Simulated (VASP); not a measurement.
CuZn (CsCl type) relaxed at rising pressure, in one space group throughout; other phases were not tried. The pressures are those reached. Computed with PBEsol GGA, VASP's PBE PAW potentials (set 64) (plane waves; VASP).

| P (GPa) | V (Å³/atom) | k-mesh |
|---|---|---|
| 0.15 | 12.356 | 12×12×12 |
| 4.80 | 11.963 | 13×13×13 |
| 10.02 | 11.604 | 13×13×13 |
| 19.86 | 11.058 | 13×13×13 |
| 30.04 | 10.617 | 13×13×13 |

A change of mesh leaves a small step in the series.

Problem. Fit an equation of state and predict the volume at 44.85 GPa.

Solution. Least squares on the third-order Birch-Murnaghan form, P = (3B0/2)(y⁷ − y⁵)[1 + (3/4)(B′ − 4)(y² − 1)] with y = (V0/V)^(1/3), gives V0 = 12.368 Å³/atom, B0 = 133 GPa and B′ = 5.1, and so 10.114 Å³/atom. The run gave 10.109 Å³/atom, -0.0 % from the fit.

Pressures at which the relaxation failed are left out.

The compound is CuZn in the CsCl type structure. The electron count is odd and the run is not spin-polarised, which forces a metal.
